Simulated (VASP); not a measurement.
Here is the system:

```
CELL_PARAMETERS angstrom
      0.00000     2.17812     2.17812
      2.17812     0.00000     2.17812
      2.17812     2.17812     0.00000
ATOMIC_POSITIONS crystal
  Li 0.25000 0.25000 0.25000
  Li 0.75000 0.75000 0.75000
  O  0.00000 0.00000 0.00000
```

All values below come from LDA (Ceperley-Alder, Perdew-Zunger), VASP's LDA PAW potentials (set 64) (plane waves; VASP 6.6.1). Numerical set-up: 620 eV cut-off, 9×9×9 Γ-centred mesh, Gaussian smearing of 0.050 eV, potentials Li_sv O.

Energy and stress use the plane-wave basis of the starting cell.

Task: The ions, cell shape and volume at an external pressure of 20.0 GPa are relaxed. What does this cell relax into?

Result: 
```
CELL_PARAMETERS angstrom
      0.00000     2.13018     2.13018
      2.13018     0.00000     2.13018
      2.13018     2.13018     0.00000
ATOMIC_POSITIONS crystal
  Li 0.25000 0.25000 0.25000
  Li 0.75000 0.75000 0.75000
  O  0.00000 0.00000 0.00000
```
Space group Fm-3m (225), at a tolerance of 0.03 Å.

Task: How do energy and volume change from the first to the last step?

Result: The energy (σ→0) changes by +41.0 meV/atom and the volume by -6.5 %, in 3 ionic steps.

The compound is Li2O in the antifluorite structure. This run relaxes it under an external pressure of 20 GPa. Symmetry was kept, so distortions that lower it aren't found.
